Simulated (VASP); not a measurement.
Here is the system:

```
CELL_PARAMETERS angstrom
      2.88000     0.00000     0.00000
      0.00000     2.88000     0.00000
      0.00000     0.00000     2.88000
ATOMIC_POSITIONS crystal
  Ga 0.50000 0.50000 0.50000
  Co 0.00000 0.00000 0.00000
```

Method: PBE GGA, VASP's PBE PAW potentials (set 64) (plane waves; VASP). Numerical set-up: 300 eV cut-off, 8×8×8 Γ-centred mesh, Fermi-Dirac smearing of 0.10 eV, potentials Ga_d Co.

### Question
What does the run give for the energy per atom (σ→0), band gap (on the k-mesh) with the smallest direct gap where there is one?

### Answer

```yaml
band gap (on the k-mesh): none (metal, semimetal or under 0.01 eV)
energy per atom (σ→0): -5.242 eV/atom
```

Only differences to runs with the same potentials and settings are physical.

The structure is a typed CoGa crystal (Pm-3m). The cell was not relaxed at this level. The run is not spin-polarised, so no magnetic state was tried.
